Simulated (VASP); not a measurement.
Output of a VASP run:

File OSZICAR:
```
       N       E                     dE             d eps       ncg     rms          rms(c)
DAV:   1     0.310024383607E+02    0.31002E+02   -0.67085E+03   568   0.835E+02
DAV:   2    -0.197441604421E+02   -0.50747E+02   -0.49658E+02   716   0.172E+02
DAV:   3    -0.216414379374E+02   -0.18973E+01   -0.18450E+01   846   0.260E+01
DAV:   4    -0.216875117369E+02   -0.46074E-01   -0.46053E-01   724   0.392E+00
DAV:   5    -0.216880436056E+02   -0.53187E-03   -0.53185E-03   828   0.398E-01    0.378E+01
DAV:   6    -0.214404176227E+02    0.24763E+00   -0.32482E-01   660   0.383E+00    0.236E+01
DAV:   7    -0.213731178579E+02    0.67300E-01   -0.45757E-01   844   0.388E+00    0.180E+00
DAV:   8    -0.213644962497E+02    0.86216E-02   -0.68672E-02   626   0.179E+00    0.333E-01
DAV:   9    -0.213643663205E+02    0.12993E-03   -0.56112E-03   780   0.461E-01    0.131E-01
DAV:  10    -0.213643562964E+02    0.10024E-04   -0.74053E-05   722   0.693E-02    0.607E-02
DAV:  11    -0.213643515084E+02    0.47880E-05   -0.60120E-05   762   0.487E-02    0.607E-02
DAV:  12    -0.213643505162E+02    0.99217E-06   -0.87690E-06   626   0.248E-02
   1 F= -.21364351E+02 E0= -.21344672E+02  d E =-.393579E-01
```

### OUTCAR
```
------------------------ aborting loop because EDIFF is reached ----------------------------------------
  FORCE on cell =-STRESS in cart. coord.  units (eV):
  Direction    XX          YY          ZZ          XY          YZ          ZX
  --------------------------------------------------------------------------------------
  Total        1.8557738      1.8557738      1.8557738     -0.0000000     -0.0000000     -0.0000000
  in kB       42.5050839     42.5050839     42.5050839     -0.0000000     -0.0000000     -0.0000000
  external PRESSURE =      42.5050839 kB  Pullay stress =       0.0000000 kB
  volume of cell :       69.95
      direct lattice vectors                 reciprocal lattice vectors
     4.120326000  0.000000000  0.000000000     0.242699243  0.000000000  0.000000000
     0.000000000  4.120326000  0.000000000     0.000000000  0.242699243  0.000000000
     0.000000000  0.000000000  4.120326000     0.000000000  0.000000000  0.242699243
 POSITION                                       TOTAL-FORCE (eV/Angst)
 -----------------------------------------------------------------------------------
      0.00000      0.00000      0.00000         0.000000      0.000000      0.000000
      0.00000      2.06016      2.06016         0.000000      0.000000      0.000000
      2.06016      0.00000      2.06016         0.000000      0.000000      0.000000
      2.06016      2.06016      0.00000         0.000000      0.000000      0.000000
 -----------------------------------------------------------------------------------
    total drift:                               -0.000000      0.000000      0.000000
  FREE ENERGIE OF THE ION-ELECTRON SYSTEM (eV)
  ---------------------------------------------------
  free  energy   TOTEN  =       -21.3643505162 eV

  energy  without entropy=      -21.3249926496  energy(sigma->0) =      -21.34467158
```
(Selected blocks of OUTCAR.)

**POSCAR**
```
YAl3
1
    4.1203260000     0.0000000000     0.0000000000
    0.0000000000     4.1203260000     0.0000000000
    0.0000000000     0.0000000000     4.1203260000
Y Al
1 3
Direct
  0.0000000000   0.0000000000   0.0000000000
  0.0000000000   0.5000000000   0.5000000000
  0.5000000000   0.0000000000   0.5000000000
  0.5000000000   0.5000000000   0.0000000000
```

Q: Reconstruct the remaining input files.

A: One answer among several that fit: the input of the run itself, LDA (Ceperley-Alder, Perdew-Zunger), plane waves, VASP's LDA PAW potentials (set 64).

### INCAR
```
SYSTEM = YAl3
PREC = Accurate; ENCUT = 300; LREAL = .FALSE.
LASPH = .TRUE.
EDIFF = 1E-6; NELM = 100; ALGO = Normal
LMAXMIX = 4
ISMEAR = -1; SIGMA = 0.1
ISIF = 2
LWAVE = .FALSE.; LCHARG = .FALSE.
```

KPOINTS:
```
Automatic mesh
0
Gamma
6 6 6
0 0 0
```

POTCAR, in this order: Y_sv Al (LDA.64 set). Program: vasp_std.

At this cut-off the stress carries a Pulay error, which pulls relaxed volumes low.

The structure comes from a computed database's YAl3 entry (Pm-3m); how it stands against other phases isn't given here. The cell was not relaxed at this level, and its volume differs by -5.9 % from the start's.
